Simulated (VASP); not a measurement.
Input:

```
HgTe
1.0
    0.00000     3.31866     3.31866
    3.31866     0.00000     3.31866
    3.31866     3.31866     0.00000
Hg Te
1 1
Cartesian
  0.00000   0.00000   0.00000
  1.65933   1.65933   1.65933
```

Method: optB88-vdW, VASP's PBE PAW potentials (set 64) (plane waves; VASP 6.6.1). Numerical set-up: 520 eV cut-off, 10×10×10 Γ-centred mesh, first-order Methfessel-Paxton smearing of 0.10 eV, potentials Hg Te.

### Question
Give the energy at these volumes per atom, relative to the lowest: 34.35, 35.44, 36.54, 37.64, 38.73 Å³.

### Answer
17.1, 4.0, 0.0, 3.4, 13.1 meV/atom. A third-order Birch-Murnaghan fit gives B0 = 36.3 GPa and B0′ = 5.2.

Measured: bulk modulus 42.3 GPa (computed value off by -14.3 %), as given by Cormac Toher et al., Physical Review Materials (2017), arXiv:1611.05714; a 6.460 Å (computed value off by +2.7 %), as given by R. J. Cava et al., Journal of Materials Chemistry C (2013), arXiv:1302.1059. The calculation is for a static lattice, while the measured bulk modulus, a hold thermal and zero-point effects, which are part of the difference.

The compound is HgTe in the zinc blende structure. It was relaxed first, which changed the volume by +8 %.
